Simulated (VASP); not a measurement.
Here is the system:

```xyz
5
Lattice="5.9755 0.0000 0.0000 0.0000 5.9755 0.0000 0.0000 0.0000 5.9755" Properties=species:S:1:pos:R:3 pbc="T T T"
Cs     0.0000     0.0000     0.0000
Pb     2.9877     2.9877     2.9877
Br     2.9877     0.0000     2.9877
Br     0.0000     2.9877     2.9877
Br     2.9877     2.9877     0.0000
```

The numbers are results of revTPSS meta-GGA, VASP's PBE PAW potentials (set 64) (plane waves; VASP 6.6.1), not measurements. Numerical set-up: 520 eV cut-off, 4×4×4 Γ-centred mesh, tetrahedra with Blöchl corrections, potentials Cs_sv Pb_d Br.

The cores are frozen, which limits the accuracy of field gradients.

Question: Give the principal components of the electric field gradient (V/Å²) and the asymmetry η at each nucleus.

Answer: 
```csv
atom,Vxx,Vyy,Vzz,η
Cs1,0.0,0.0,0.0,-
Pb2,0.0,0.0,0.0,-
Br3,-94.7,-94.7,189.4,0.00
Br4,-94.7,-94.7,189.4,0.00
Br5,-94.7,-94.7,189.4,0.00
```

The compound is CsPbBr3 in the cubic perovskite structure, the ideal cubic form; the compound distorts at low or room temperature. It was relaxed first, which changed the volume by +5 %.
